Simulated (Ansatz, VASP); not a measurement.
# Cross-check of HfC between VASP and Ansatz

Wanted: the spread between two codes on one cell, functional and k mesh. The cell is taken from a series of runs on this material, whose earlier steps may have relaxed, scaled, displaced or heated it; both programs get it as it stands.

Main program and level: Ansatz 0.2.0; plane waves, with VASP 6.6.1 beside it; zone-centre phonons at PBEsol.

## (1) Set-up

It takes space group Fm-3m (No. 225, cubic). Conventional cell: a = 4.638 Å, b = 4.638 Å, c = 4.638 Å, α = 90.00°, β = 90.00°, γ = 90.00°. Nearest to C lie 6 Hf at 2.32 Å. Nearest to Hf lie 6 C at 2.32 Å. Farther neighbours are not listed.

Structure file:

```xyz
2
Lattice="0.0000 2.3188 2.3188 2.3188 0.0000 2.3188 2.3188 2.3188 0.0000" Properties=species:S:1:pos:R:3 pbc="T T T"
C     0.0000    0.0000    0.0000
Hf    2.3188    2.3188    2.3188
```

## (2) VASP: zone-centre phonons, PBEsol, pair 1

Second derivatives magnify differences that forces hide, and they need a tight electronic threshold.

Lines of VASP's logs that name or quote its potential files are left out, and so is its time.

INCAR

```
SYSTEM = HfC
PREC = Accurate
ENCUT = 600
EDIFF = 1E-08
NELM = 120
ISMEAR = 1
SIGMA = 0.2
LREAL = .FALSE.
ALGO = Normal
GGA = PS
NBANDS = 13
LASPH = .TRUE.
LORBIT = 11
LWAVE = .FALSE.
LCHARG = .FALSE.
ISIF = 2
IBRION = 8
GGA_COMPAT = .FALSE.
KPAR = 2
```

POSCAR

```
HfC
1.0
    0.0000000000      2.3188360125      2.3188360125
    2.3188360125      0.0000000000      2.3188360125
    2.3188360125      2.3188360125      0.0000000000
C Hf
1 1
Direct
    0.0000000000      0.0000000000      0.0000000000
    0.5000000000      0.5000000000      0.5000000000
```

KPOINTS

```
Automatic mesh
0
Gamma
16 16 16
0 0 0
```

PAW data sets: C and Hf_pv (PBE family, release 64).

Started as:

```bash
$ mpirun -np 2 vasp_std
```

Numbers of over 12 decimals in the logs are rounded to 6 here.

Log:

```text
[banner, memory and clock lines left out]
running    2 mpi-ranks, on    1 nodes
 distrk:  each k-point on    1 cores,    2 groups
 distr:  one band on    1 cores,    1 groups

 POSCAR found type information on POSCAR C Hf
 POSCAR found :  2 types and       2 ions
|                                                                             |
|               ----> ADVICE to this user running VASP <----                  |
|                                                                             |
|     You enforced a specific xc type in the INCAR file but a different       |
|     [... a line on the potential file left out ...]
|     I HOPE YOU KNOW WHAT YOU ARE DOING!                                     |
|                                                                             |

 LDA part: xc-table for (Slater+PW92), standard interpolation
 POSCAR, INCAR and KPOINTS ok, starting setup
 FFT: planning ... GRIDC
 FFT: planning ... GRID_SOFT
 FFT: planning ... GRID
 WAVECAR not read
 entering main loop
       N       E                     dE             d eps       ncg     rms          rms(c)
DAV:   1     0.244057710965E+02    0.24406E+02   -0.86715E+03  3778   0.119E+03
DAV:   2    -0.233653606609E+02   -0.47771E+02   -0.44666E+02  4712   0.221E+02
DAV:   3    -0.250771475049E+02   -0.17118E+01   -0.17021E+01  4726   0.299E+01
DAV:   4    -0.250868391467E+02   -0.96916E-02   -0.96500E-02  4218   0.263E+00
DAV:   5    -0.250869022214E+02   -0.63075E-04   -0.63074E-04  4661   0.199E-01    0.588E+01
DAV:   6    -0.222669379469E+02    0.28200E+01   -0.12276E+01  4320   0.186E+01    0.417E+01
DAV:   7    -0.222060681367E+02    0.60870E-01   -0.54552E-01  4280   0.532E+00    0.239E+01
DAV:   8    -0.221940765343E+02    0.11992E-01   -0.65598E-02  4490   0.203E+00    0.525E+00
DAV:   9    -0.221883032710E+02    0.57733E-02   -0.25984E-02  4425   0.892E-01    0.192E+00
DAV:  10    -0.221878644087E+02    0.43886E-03   -0.18497E-03  4575   0.314E-01    0.673E-02
DAV:  11    -0.221878598893E+02    0.45194E-05   -0.86624E-05  4305   0.854E-02    0.129E-02
DAV:  12    -0.221878592307E+02    0.65857E-06   -0.36616E-06  4755   0.155E-02    0.939E-03
DAV:  13    -0.221878590613E+02    0.16942E-06   -0.26934E-07  4545   0.377E-03    0.245E-03
DAV:  14    -0.221878590449E+02    0.16378E-07   -0.22890E-08  4086   0.122E-03    0.159E-03
DAV:  15    -0.221878590639E+02   -0.19030E-07   -0.56507E-09  2130   0.638E-04    0.167E-04
DAV:  16    -0.221878590629E+02    0.10505E-08   -0.68953E-10  1975   0.253E-04
   1 F= -.22187859E+02 E0= -.22187582E+02  d E =-.830481E-03
 Linear response reoptimize wavefunctions to high precision
DAV:   1    -0.221878590617E+02    0.11833E-08   -0.34937E-11  2205   0.588E-05
DAV:   2    -0.221878590617E+02    0.27740E-10   -0.51448E-12  1910   0.188E-05
 Linear response DOF=           2
 Linear response progress:
  Degree of freedom:   1/  2
       N       E                     dE             d eps       ncg     rms          rms(c)
RMM:   1    -0.122138292939E+00   -0.12214E+00    0.31366E-02 19923   0.188E+00
RMM:   2    -0.118387770422E+00    0.37505E-02   -0.33314E-03 14565   0.348E-01    0.413E-01
RMM:   3    -0.118759846413E+00   -0.37208E-03   -0.63236E-04 13313   0.144E-01    0.217E-01
RMM:   4    -0.119671604783E+00   -0.91176E-03   -0.38508E-04 13636   0.109E-01    0.377E-02
RMM:   5    -0.119669553467E+00    0.20513E-05   -0.10388E-05 14961   0.238E-02    0.113E-02
RMM:   6    -0.119669671756E+00   -0.11829E-06   -0.41132E-07 15870   0.432E-03    0.460E-03
RMM:   7    -0.119658936974E+00    0.10735E-04   -0.90953E-08 15249   0.207E-03    0.269E-03
RMM:   8    -0.119662096475E+00   -0.31595E-05   -0.12069E-08 16019   0.727E-04    0.374E-04
RMM:   9    -0.119661470725E+00    0.62575E-06   -0.57384E-09 16762   0.140E-04    0.186E-04
RMM:  10    -0.119661466484E+00    0.42412E-08    0.22998E-09 17104   0.320E-05    0.651E-05
 first order change of Fermi-energy   0.47562E-03
 force on displaced ion       1 direction 1 :  -7.720   0.000   0.000
 Linear response progress:
  Degree of freedom:   2/  2
       N       E                     dE             d eps       ncg     rms          rms(c)
RMM:   1    -0.215686633912E+00   -0.21569E+00    0.37160E+00 10126   0.120E+01
RMM:   2    -0.212261209945E+00    0.34254E-02   -0.31502E-02 14001   0.129E+00    0.516E-01
RMM:   3    -0.211517908775E+00    0.74330E-03   -0.97469E-04 17408   0.158E-01    0.212E-01
RMM:   4    -0.211007290337E+00    0.51062E-03   -0.81400E-05 18738   0.558E-02    0.133E-01
RMM:   5    -0.210547563364E+00    0.45973E-03   -0.30299E-05 18442   0.406E-02    0.135E-02
RMM:   6    -0.210538186036E+00    0.93773E-05   -0.24153E-06 18902   0.106E-02    0.580E-03
RMM:   7    -0.210547480713E+00   -0.92947E-05   -0.17273E-06 19975   0.249E-03    0.600E-03
RMM:   8    -0.210547637303E+00   -0.15659E-06   -0.21351E-06 19681   0.574E-04    0.179E-03
RMM:   9    -0.210547969116E+00   -0.33181E-06   -0.26903E-06 20635   0.279E-04    0.958E-05
RMM:  10    -0.210548291842E+00   -0.32273E-06   -0.16158E-06 19884   0.938E-05    0.139E-05
RMM:  11    -0.210548353145E+00   -0.61304E-07   -0.77347E-07 21725   0.333E-05    0.350E-05
RMM:  12    -0.210548361641E+00   -0.84954E-08   -0.38414E-07 19315   0.126E-05    0.129E-05
RMM:  13    -0.210548368354E+00   -0.67135E-08   -0.20401E-07 17239   0.640E-06    0.998E-06
RMM:  14    -0.210548368750E+00   -0.39619E-09   -0.10937E-07 13656   0.351E-06    0.979E-06
RMM:  15    -0.210548371001E+00   -0.22509E-08   -0.57694E-08 12415   0.228E-06    0.291E-06
 first order change of Fermi-energy  -0.82092E-05
 force on displaced ion       2 direction 1 :  -7.723   0.000   0.000
 Linear response finished
```

From OUTCAR (step 2):

```text
ion  position               nearest neighbor table
   1  0.000  0.000  0.000-   2 2.32   2 2.32   2 2.32   2 2.32   2 2.32   2 2.32
   2  0.500  0.500  0.500-   1 2.32   1 2.32   1 2.32   1 2.32   1 2.32   1 2.32

  LATTYP: Found a face centered cubic cell.
 ALAT       =     4.6376720250

 Subroutine GETGRP returns: Found 48 space group operations
 (whereof 48 operations were pure point group operations)

The static configuration has the point symmetry O_h .

 Found    145 irreducible k-points:

   k-points           NKPTS =    145   k-points in BZ     NKDIM =    145   number of bands    NBANDS=     13

   dimension x,y,z NGX =    28 NGY =   28 NGZ =   28
   dimension x,y,z NGXF=    56 NGYF=   56 NGZF=   56

   ENCUT  =  600.0 eV  44.10 Ry    6.64 a.u.   6.55  6.55  6.55*2*pi/ulx,y,z

   NELECT =      14.0000    total number of electrons

 k-points in reciprocal lattice and weights: Automatic mesh
   0.00000000  0.00000000  0.00000000       0.000
   0.06250000  0.00000000  0.00000000       0.002
   0.12500000  0.00000000  0.00000000       0.002
   0.18750000  0.00000000  0.00000000       0.002
   0.25000000  0.00000000  0.00000000       0.002
   0.31250000  0.00000000  0.00000000       0.002
   0.37500000  0.00000000  0.00000000       0.002
   0.43750000  0.00000000  0.00000000       0.002
   0.50000000  0.00000000  0.00000000       0.001
[...]
-0.31250000  0.50000000  0.18750000       0.003
  -0.25000000  0.50000000  0.25000000       0.001

 average (electrostatic) potential at core
       1 -47.8182       2 -35.1728

  Total       -0.8135833     -0.8135833     -0.8135833      0.0000000      0.0000000      0.0000000
  in kB      -52.2724044    -52.2724044    -52.2724044      0.0000000      0.0000000      0.0000000
  external PRESSURE =     -52.2724044 kB  Pullay stress =       0.0000000 kB

  energy-cutoff  :      600.00
  volume of cell :       24.94
      direct lattice vectors                 reciprocal lattice vectors
     0.000000000  2.318836012  2.318836012    -0.215625425  0.215625425  0.215625425
     2.318836012  0.000000000  2.318836012     0.215625425 -0.215625425  0.215625425
     2.318836012  2.318836012  0.000000000     0.215625425  0.215625425 -0.215625425

 POSITION                                       TOTAL-FORCE (eV/Angst)
 -----------------------------------------------------------------------------------
      0.00000      0.00000      0.00000        -0.000000     -0.000000      0.000000
      2.31884      2.31884      2.31884         0.000000      0.000000      0.000000
 -----------------------------------------------------------------------------------
    total drift:                                0.000000      0.000000      0.000000

 Eigenvectors and eigenvalues of the dynamical matrix
 ----------------------------------------------------

   1 f  =   12.948795 THz    81.359677 2PiTHz  431.925302 cm-1    53.551888 meV
             X         Y         Z           dx          dy          dz
      0.000000  0.000000  0.000000     0.000000   -0.967953    0.000000
      2.318836  2.318836  2.318836     0.000000    0.251130    0.000000

   2 f  =   12.948795 THz    81.359677 2PiTHz  431.925302 cm-1    53.551888 meV
             X         Y         Z           dx          dy          dz
      0.000000  0.000000  0.000000     0.000000   -0.000000   -0.967953
      2.318836  2.318836  2.318836     0.000000   -0.000000    0.251130

   3 f  =   12.948795 THz    81.359677 2PiTHz  431.925302 cm-1    53.551888 meV
             X         Y         Z           dx          dy          dz
      0.000000  0.000000  0.000000     0.967953    0.000000    0.000000
      2.318836  2.318836  2.318836    -0.251130    0.000000    0.000000

   4 f/i=    0.000447 THz     0.002807 2PiTHz    0.014903 cm-1     0.001848 meV
             X         Y         Z           dx          dy          dz
      0.000000  0.000000  0.000000     0.154392   -0.178656   -0.085508
      2.318836  2.318836  2.318836     0.595086   -0.688609   -0.329580

   5 f/i=    0.000447 THz     0.002807 2PiTHz    0.014903 cm-1     0.001848 meV
             X         Y         Z           dx          dy          dz
      0.000000  0.000000  0.000000     0.091727   -0.031595    0.231634
      2.318836  2.318836  2.318836     0.353551   -0.121779    0.892807

   6 f/i=    0.000447 THz     0.002807 2PiTHz    0.014903 cm-1     0.001848 meV
             X         Y         Z           dx          dy          dz
      0.000000  0.000000  0.000000    -0.175544   -0.173638    0.045831
      2.318836  2.318836  2.318836    -0.676615   -0.669269    0.176651

 ELASTIC MODULI CONTR FROM IONIC RELAXATION (kBar)
 Direction    XX          YY          ZZ          XY          YZ          ZX
 --------------------------------------------------------------------------------
 XX           0.0000      0.0000      0.0000      0.0000      0.0000      0.0000
 YY           0.0000      0.0000      0.0000      0.0000      0.0000      0.0000
 ZZ           0.0000      0.0000      0.0000      0.0000      0.0000      0.0000
 XY           0.0000      0.0000      0.0000      0.0000      0.0000      0.0000
 YZ           0.0000      0.0000      0.0000      0.0000      0.0000      0.0000
 ZX           0.0000      0.0000      0.0000      0.0000      0.0000      0.0000
 --------------------------------------------------------------------------------
```

Energies printed during the response cycles are not total energies of the cell. Harder data sets than Hf_pv exist (the GW ones), and pressures, volumes and forces can shift noticeably with them. The PAW data sets were made with PBE, which is usual practice but a small mismatch for other functionals.

## (3) Ansatz: zone-centre phonons, PBEsol, pair 1

Ansatz runs on its PAW soft_1 files.

The same cell, functional, mesh and smearing now go to Ansatz, which takes its cutoff from its data sets.

input.yaml

```yaml
crystal:
  lattice:
    - [0.0, 2.3188360125, 2.3188360125]
    - [2.3188360125, 0.0, 2.3188360125]
    - [2.3188360125, 2.3188360125, 0.0]
  atoms:
    - { symbol: C, position: [0.0, 0.0, 0.0] }
    - { symbol: Hf, position: [0.5, 0.5, 0.5] }
kpoints:
  mp_grid: { grid: [16, 16, 16] }
hamiltonian:
  xc: pbesol
  pseudopotentials: { kind: paw, azcp: { folder: soft_1 }, xc_functional: pbe }
scf:
  occupations: { method: methfessel_paxton, width: 0.2 }
output:
  eigenvalues: true
phonons:
  method: dfpt
```

Started as:

```bash
$ ansatz run input.yaml --threads 4 --pin off --max-ram 10240MiB --backend cpu --events-out ev --progress --plain --runs-dir out
```

Log:

```text
Engine: ansatz 0.2.0, x86_64-unknown-linux-gnu
Pseudopotentials: kind: paw
Pseudopotential: C, paw, valence charge 4, recommended cutoff 420 eV (normal), soft_1/C.paw.azcp
Pseudopotential: Hf, paw, valence charge 26, recommended cutoff 420 eV (normal), soft_1/Hf.paw.azcp
Functional definition: PBEsol
  exchange = pbesol_x
  correlation = pbesol_c
Crystal: 2 atoms, lattice volume = 24.937 Å³
Basis set: ecut = 420 eV, 531 PW (Γ), exchange–correlation on 48×48×48 points (8 copies of the dense FFT grid, shifted against one another)
Bands: 19, of which v1, the nominal top of the filled ones, is band 15 counted from 1 (14 counted from 0)
Symmetry: 48 space group operations
k-points: 349 of 4096 (irreducible under 8 space group operations, time reversal used)
Non-local potential: C, projectors of the file, l = 0: 2, l = 1: 2, l = 2: 1
Non-local potential: Hf, projectors of the file, l = 0: 3, l = 1: 2, l = 2: 2, l = 3: 3
PAW form: soft (Blöchl's): semilocal exchange-correlation on the pseudo side does not see the compensation charge
PAW frozen core: C, regenerated for the run's functional, and the local potential with it (the file was generated under x = pbe(κ = 0.804, μ = 0.219515), c = pbe(β = 0.066725))
PAW frozen core: Hf, regenerated for the run's functional, and the local potential with it (the file was generated under x = pbe(κ = 0.804, μ = 0.219515), c = pbe(β = 0.066725))
PAW one-centre angular grid: C, 110 points (default); XC on 64 Gauss nodes
PAW one-centre angular grid: Hf, 590 points (default); XC on 64 Gauss nodes
Initial density: superposition of atomic densities (chi_scale 0.1, normalization cell, long waves kept (reshape's long-wave potential 0.00 eV rms))
Initial wavefunctions: pseudopotential atomic-orbital guess
Functional: x = pbesol(κ = 0.804, μ = 0.123457), c = pbesol(β = 0.046)
SCF iter   1: F=—  HF=-15848.041946 eV  |F-HF|=—  |Δ(HF+E_count)|=         —  Δρ=8.50e-2  dr2=2.47e0  ethr=3.10e-3  ⟨swp⟩=4.9  Hψ=28611  notcnv=0
preconditioner: auto → Kerker (q_TF=auto, 2.814 Å⁻¹)  [metal: Δε(μ)=0.066 eV  Ē_g=17.611 eV  σ=0.200 eV  W_gap=0.27  n_scr=14 (ndim 8)  ℏωp=39.3 eV  f_vac=0.000  D(μ)=0.21/eV (n_scr^D=0)]
SCF iter   2: F=—  HF=-15847.536329 eV  |F-HF|=—  |Δ(HF+E_count)|=   5.06e-1  S|Δr|=    0.00e0  Δρ=3.30e-2  dr2=2.68e-1  ethr=3.10e-3  ⟨swp⟩=2.5  Hψ=12294  notcnv=0  defer=1
SCF iter   3: F=—  HF=-15847.482867 eV  |F-HF|=—  |Δ(HF+E_count)|=   5.35e-2  S|Δr|=    0.00e0  Δρ=1.42e-2  dr2=3.19e-2  ethr=8.94e-4  ⟨swp⟩=2.0  Hψ=11819  notcnv=0  defer=1
SCF iter   4: F=—  HF=-15847.474586 eV  |F-HF|=—  |Δ(HF+E_count)|=   8.28e-3  S|Δr|=    0.00e0  Δρ=8.19e-3  dr2=7.95e-3  ethr=1.06e-4  ⟨swp⟩=2.1  Hψ=11948  notcnv=0
SCF iter   5: F=—  HF=-15847.474738 eV  |F-HF|=—  |Δ(HF+E_count)|=   1.51e-4  S|Δr|=    0.00e0  Δρ=1.45e-3  dr2=2.75e-4  ethr=2.65e-5  ⟨swp⟩=2.3  Hψ=11455  notcnv=0
SCF iter   6: F=—  HF=-15847.474700 eV  |F-HF|=—  |Δ(HF+E_count)|=   3.74e-5  S|Δr|=    0.00e0  Δρ=2.44e-4  dr2=1.48e-5  ethr=9.18e-7  ⟨swp⟩=3.0  Hψ=12162  notcnv=0
SCF iter   7: F=—  HF=-15847.474707 eV  |F-HF|=—  |Δ(HF+E_count)|=   6.89e-6  S|Δr|=    0.00e0  Δρ=6.51e-5  dr2=7.86e-7  ethr=4.94e-8  ⟨swp⟩=2.3  Hψ=12225  notcnv=0
SCF iter   8: F=—  HF=-15847.474707 eV  |F-HF|=—  |Δ(HF+E_count)|=   5.24e-7  S|Δr|=    0.00e0  Δρ=1.33e-5  dr2=2.53e-8  ethr=2.62e-9  ⟨swp⟩=2.9  Hψ=13183  notcnv=0
SCF iter   9: F=—  HF=-15847.474707 eV  |F-HF|=—  |Δ(HF+E_count)|=   1.13e-8  S|Δr|=    0.00e0  Δρ=2.41e-6  dr2=1.21e-9  ethr=8.45e-11  ⟨swp⟩=2.4  Hψ=11231  notcnv=0
SCF iter  10: F=—  HF=-15847.474707 eV  |F-HF|=—  |Δ(HF+E_count)|=   1.47e-9  S|Δr|=    0.00e0  Δρ=3.21e-7  dr2=1.72e-11  ethr=4.02e-12  ⟨swp⟩=2.7  Hψ=13079  notcnv=0
SCF iter  11: F=-15847.474707 eV  HF=-15847.474707 eV  |F-HF|=3.64e-12  |Δ(HF+E_count)|=  1.09e-11  S|Δr|=    0.00e0  Δρ=5.11e-8  dr2=3.28e-13  ethr=1.00e-12  ⟨swp⟩=7.5  Hψ=38263  notcnv=0
SCF 1 converged in 11 iterations: F = -15847.474707 eV  dr2 = 3.28e-13
  greatest PAW one-centre occupation: 0.998 electrons in one spin orbital (limit 2), on the Hf atom at site 1 (counted from 0), in its partial waves of l = 0
DFPT response loops at Γ: preconditioner auto → Kerker (q_TF=auto, 2.814 Å⁻¹) (partly filled bands, converged f_vac=0.000); β = 1.00, the filter's whole step (`scf.mixing.beta` (0.50) is not read by the response loops under this deck's `scf.mixing.preconditioner`; to damp them name `kerker` or `kerker_dos`, under which they read `scf.mixing.beta`, and type it under 1.00, their step now; both keys bind the ground state too); Broyden in place of MSR1
SCF converged after 11 iterations
Stability not checked: this state was not tested for a lower state beside it, because cold or Methfessel-Paxton smearing, or corrected tetrahedra, fill the levels in a way that the test cannot read (fill_not_monotonic; see scf.lower_state_search)
Free energy (F): -15847.474707 eV
Harris-Foulkes:  -15847.474707 eV  (|F-HF|=3.64e-12)
Internal energy: -15847.473876 eV  (E = F + TS)
E sigma→0 (E₀):  -15847.474499 eV
Entropy (-TS):   -0.000831 eV (-0.415 meV/atom)
Fermi energy:    18.578736 eV
--- Per-component energies (eV) ---
  E_band       = 67.031959
  E_kinetic    = 493.344590
  E_local      = -6208.888923  (includes V_loc(G=0)·N_el)
  E_nonlocal   = 91.163065
  E_hartree    = 3038.302355
  E_xc         = -311.916757
  E_vxc        = -313.324121  (∫ρ·V_xc dr)
  E_paw        = -7673.318593  (= ΣΔE_a)
  E_vpaw       = -71.867434  (= ΣTr[D̂ρ^β])
  E_aug_tail   = 0.000109  (compensation charges beyond the density's cutoff)
  E_ewald      = -5277.431879
  E_core_change = 1.272157  (= ΣΔE_core)
  E_smearing   = -0.000831  (= −TS)
  E_closure    = -0.000000  (closes the sum)
  Σ components = -15847.474707   (vs F -15847.474707, Δ=0.00e0)
--- Band table (eV; the first three rows and the last of 349) ---
  k-point 0: bands = [... 11 lower, 7.6639, 19.6641, 19.6641, 19.6641, 19.9020, 19.9020, 19.9020, 21.9419]
  k-point 1: bands = [... 11 lower, 7.6640, 18.8586, 19.1118, 19.1118, 20.1427, 20.1427, 20.4600, 22.4578]
  k-point 2: bands = [... 11 lower, 7.6642, 17.7914, 18.2899, 18.2899, 20.4795, 20.4795, 20.8909, 23.5445]
  k-point 348: bands = [... 11 lower, 9.0152, 15.5712, 15.8358, 15.8358, 22.2526, 22.2526, 25.3473, 25.6596]
--- Phonons (Γ-DFPT): 2 representative perturbations + reference, on 349 of 4096 k-points (Σ response iterations 7) ---
  k mesh reduced under 8 symmetry operations, with k and −k counted as one. Each operation leaves every solved perturbation unchanged. A smaller set is not used because it would not reduce the number of displacements times k-points to solve
  ASR residual: 1.427e-5 → 0.000e0 eV/Å²; symmetrization residual: 6.994e-7 eV/Å²
  ASR residual per site (eV/Å²): 1.15e-5 1.43e-5
  Γ frequencies (cm⁻¹): 0.00 0.00 0.00 434.00 434.00 434.00
  non-analytic LO–TO correction: not included (Born effective charges unavailable; polar crystals: no LO–TO splitting at Γ)
```

The column dr2 measures how far the density is from self-consistency, as an energy; F and HF (Harris–Foulkes) agree once it is small.

## (4) Side by side

Known differences besides the potentials themselves: the data sets hold 30 valence electrons in Ansatz (on its PAW soft_1 files) and 14 in VASP; the cutoff is 420 eV in Ansatz and 600 eV in VASP; Ansatz makes its cores anew for this functional, VASP keeps those of its PBE data sets. Total energies have different zeros and are not compared.

Both answers:

```tsv
quantity	Ansatz	VASP	difference
optical mode 1 to 3 (cm⁻¹)	434.0	431.9	+0.48 %
```

Modes are paired by rising frequency, not by their patterns, so a pair may set unlike modes beside each other; they are those without the splitting of longitudinal modes.

[end of part 1 of 2]

[Lines on the potential files, build, host, timing and source positions are cut from VASP's logs without a mark.]

[Logs are printed without paths, hosts, clocks, repeated set-up lines and the standing remarks that a program may print on its own settings, such as how far it seeks lower states.]

[Hosts, paths, dates, database ids (printed as entryN), source tags and the programs' standing remarks are cut or masked in the printed files.]
